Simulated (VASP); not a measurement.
Here is the system:

```
CaSe
1.0
    4.68257     0.00000     0.00000
   -2.34128     4.05522     0.00000
    0.00000     0.00000    20.09505
Ca Se
2 2
Direct
  0.66667   0.33333   0.41927
  0.66667   0.33333   0.58073
  0.33333   0.66667   0.34835
  0.33333   0.66667   0.65165
```

Computed with PBE GGA, VASP's PBE PAW potentials (set 64) (plane waves; VASP). Numerical set-up: 300 eV cut-off, 5×5×1 Γ-centred mesh, Gaussian smearing of 0.10 eV, potentials Ca_sv Se.

The cell holds a wide vacuum, so values per volume refer to the whole cell.

Task: Give the energies of bands 11 to 19 at the high-symmetry points, in eV from the valence-band maximum.

Result: 
| band | Γ | M | K |
|---|---|---|---|
| 11 | -1.70 | -1.26 | -0.85 |
| 12 | -0.68 | -1.03 | -0.72 |
| 13 | -0.05 | -0.56 | -0.69 |
| 14 | -0.05 | -0.18 | -0.64 |
| 15 | 0.00 | -0.12 | -0.47 |
| 16 | 0.00 | -0.10 | -0.14 |
| 17 | 0.55 | 1.05 | 1.25 |
| 18 | 3.13 | 1.37 | 1.43 |
| 19 | 3.13 | 2.94 | 1.99 |

The gap is direct, 0.55 eV, from the valence maximum at Γ to the conduction minimum at Γ.

The cell is a sheet with vacuum, built from a generated structure.
